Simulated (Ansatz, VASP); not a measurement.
# CsC: VASP beside Ansatz

```
Cs C
1.0
     3.24598    0.00000    0.00000
     0.00000    3.24598    0.00000
     0.00000    0.00000    9.02307
Cs C
2 2
Direct
  0.00000 0.50000 0.27587
  0.50000 0.00000 0.72413
  0.00000 0.00000 0.00000
  0.50000 0.50000 0.00000
```

Alike in both runs: functional PBE; dispersion D3(BJ); k mesh 6 × 6 × 2; occupations gaussian, width 0.1 eV; no spin polarisation.

Ansatz relaxed the structure, and its values are those at the end. VASP's run is a single point on that final structure, the one shown.

|  | VASP | Ansatz |
| --- | --- | --- |
| version | VASP 6.6.1 | Ansatz 0.2.0 |
| potentials or method | VASP PAW PBE potentials, release 64 (Cs_sv, C) | scalar-relativistic, plane waves, PAW |
| plane-wave cutoff (eV) | 520 | 420 |
| valence electrons in the cell | 26 | 26 |

Ansatz gave:

```
gap on the k mesh at the Fermi level (eV) : none
pressure (GPa)                            : 0.1
rms of the force components (eV/Å)        : 0.009
```

Q: Estimate VASP's values.

A: gap on the k mesh at the Fermi level (eV): none; pressure (GPa): 0.5; rms of the force components (eV/Å): 0.012.

A gap of «none» marks a metal or a gap that the smearing closes. With one functional, cell and mesh, what is left measures potentials, basis and numerics.

Caveats: pairwise dispersion overbinds metals, which lowers pressure and volume. Spin-orbit coupling is left out, which matters for the levels of Cs.
